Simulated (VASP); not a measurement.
Crystal: GaSb.

```
CELL_PARAMETERS angstrom
0.00000 3.06679 3.06679
3.06679 0.00000 3.06679
3.06679 3.06679 0.00000
ATOMIC_POSITIONS crystal
Ga 0.00000 0.00000 0.00000
Sb 0.25000 0.25000 0.25000
```

The cell is a database's computed one.

Base run:

| Quantity | Value |
| --- | --- |
| Program | VASP 6.6.1 |
| Functional | PBE |
| Potentials or basis | VASP PAW PBE potentials, release 64 (Ga_d, Sb) |
| Cutoff | 600 eV |
| k mesh | 10 × 10 × 10 |
| Occupations | gaussian, width 0.02 eV |
| Spin | no spin polarisation |

Its results: pressure 2.0 GPa.

Task: After a change of settings the same cell gave: pressure -0.5 GPa. Which change was it?
A. functional from PBE to LDA; potentials or basis from VASP PAW PBE potentials, release 64 (Ga_d, Sb) to VASP PAW LDA potentials, release 64 (Ga_d, Sb); cutoff from 600 eV to 450 eV
B. cutoff from 600 eV to 450 eV
C. functional from PBE to PBEsol; cutoff from 600 eV to 450 eV

Result: C.

PBEsol binds more tightly than PBE, so the same cell stands under less pressure.

Caveats: the PAW data sets were made with another functional, which shifts forces and pressure a little (some runs).
